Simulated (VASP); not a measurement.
OSZICAR of a VASP run on SnO2 (rutile):

File OSZICAR:
```
       N       E                     dE             d eps       ncg     rms          rms(c)
DAV:   1     0.664720510786E+03    0.66472E+03   -0.26421E+04  1586   0.260E+03
DAV:   2     0.683757281003E+02   -0.59634E+03   -0.57391E+03  1692   0.680E+02
DAV:   3    -0.260334964535E+02   -0.94409E+02   -0.93424E+02  1705   0.228E+02
DAV:   4    -0.307821325857E+02   -0.47486E+01   -0.47306E+01  1784   0.561E+01
DAV:   5    -0.309303226654E+02   -0.14819E+00   -0.14816E+00  1848   0.101E+01    0.152E+01
DAV:   6    -0.251348624481E+02    0.57955E+01   -0.23111E+01  2371   0.703E+01    0.568E+00
DAV:   7    -0.252262402995E+02   -0.91378E-01   -0.19280E+00  1642   0.828E+00    0.321E+00
DAV:   8    -0.252039940920E+02    0.22246E-01   -0.28805E-01  2149   0.510E+00    0.753E-01
DAV:   9    -0.251898108331E+02    0.14183E-01   -0.80122E-02  2341   0.391E+00    0.140E-01
DAV:  10    -0.251904914518E+02   -0.68062E-03   -0.52452E-03  2011   0.665E-01    0.430E-02
DAV:  11    -0.251905694905E+02   -0.78039E-04   -0.21862E-04  2179   0.144E-01    0.192E-02
DAV:  12    -0.251905734028E+02   -0.39123E-05   -0.13267E-05  1844   0.293E-02    0.135E-02
DAV:  13    -0.251905703321E+02    0.30706E-05   -0.14045E-05  1846   0.498E-02    0.249E-03
DAV:  14    -0.251905706195E+02   -0.28741E-06   -0.10365E-06  1067   0.800E-03
   1 F= -.25190571E+02 E0= -.25190571E+02  d E =-.251906E+02
       N       E                     dE             d eps       ncg     rms          rms(c)
DAV:   1    -0.252380565549E+02   -0.47486E-01   -0.14507E+00  1862   0.186E+01    0.149E+00
DAV:   2    -0.251986926024E+02    0.39364E-01   -0.11534E-01  2047   0.392E+00    0.547E-01
DAV:   3    -0.251905883179E+02    0.81043E-02   -0.17152E-02  2159   0.283E+00    0.154E-01
DAV:   4    -0.251896602738E+02    0.92804E-03   -0.29297E-03  2119   0.119E+00    0.366E-02
DAV:   5    -0.251896632840E+02   -0.30102E-05   -0.86862E-04  1782   0.249E-01    0.155E-02
DAV:   6    -0.251896334613E+02    0.29823E-04   -0.38592E-05  1861   0.585E-02    0.905E-03
DAV:   7    -0.251896326966E+02    0.76473E-06   -0.29462E-06  1469   0.161E-02
   2 F= -.25189633E+02 E0= -.25189633E+02  d E =0.937923E-03
       N       E                     dE             d eps       ncg     rms          rms(c)
DAV:   1    -0.252077582702E+02   -0.18125E-01   -0.46851E-01  1869   0.103E+01    0.855E-01
DAV:   2    -0.251948336904E+02    0.12925E-01   -0.37763E-02  2040   0.227E+00    0.312E-01
DAV:   3    -0.251922107974E+02    0.26229E-02   -0.55773E-03  2152   0.166E+00    0.889E-02
DAV:   4    -0.251919209345E+02    0.28986E-03   -0.94828E-04  2089   0.684E-01    0.210E-02
DAV:   5    -0.251919283922E+02   -0.74577E-05   -0.28136E-04  1776   0.143E-01    0.889E-03
DAV:   6    -0.251919253786E+02    0.30136E-05   -0.12741E-05  1805   0.334E-02    0.501E-03
DAV:   7    -0.251919256257E+02   -0.24712E-06   -0.88147E-07  1044   0.931E-03
   3 F= -.25191926E+02 E0= -.25191926E+02  d E =-.135501E-02
```

Which electronic solver shows in the log?

It is blocked Davidson (ALGO = Normal, or the opening steps of other solvers). The INCAR had ALGO = Normal.

Can the final energy be trusted as converged?

The run converged. It stopped with EDIFF = 1E-6, NELM = 100, NSW = 60 and EDIFFG = -0.02 after 3 ionic steps (vdW-DF-cx, plane waves, VASP's PBE PAW potentials (set 64)).

The compound is SnO2 in the rutile structure. This run relaxes it. Symmetry was kept, so distortions that lower it aren't found. The start is the result of an earlier pass.
